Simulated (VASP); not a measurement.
Here is the system:

```
Al2Pt
1.0
    0.00000     2.94588     2.90973
    2.98961     0.00000     2.90973
    2.98961     2.94588     0.00000
Al Pt
2 1
Cartesian
  1.49481   1.47294   1.45487
  4.48442   4.41881   4.36460
  0.09130   0.00000   0.00000
```

Computed with PBE GGA, VASP's PBE PAW potentials (set 64) (plane waves; VASP 6.6.1). Numerical set-up: EDIFF = 1E-3, 400 eV cut-off, 8×8×8 Γ-centred mesh, first-order Methfessel-Paxton smearing of 0.10 eV, potentials Al Pt.

Task: Which forces act on the atoms, in eV/Å?

Result: 
```
atom      Fx     Fy     Fz
----  ------  -----  -----
Al1    0.419  0.000  0.000
Al2    0.419  0.000  0.000
Pt3   -0.838  0.000  0.000
```

Task: Give the stress tensor in GPa (positive for a compressed cell).

Result: 
```
3.28  0.00  0.00
0.00  4.06  0.00
0.00  0.00  4.72
```
The pressure is its mean diagonal, 4.02 GPa.

The compound is PtAl2 in the fluorite structure. The cell was not relaxed at this level, atoms are displaced from their ideal sites. The run is one of a series of settings (EDIFF = 1E-3 against the base run), some of them coarse on purpose.
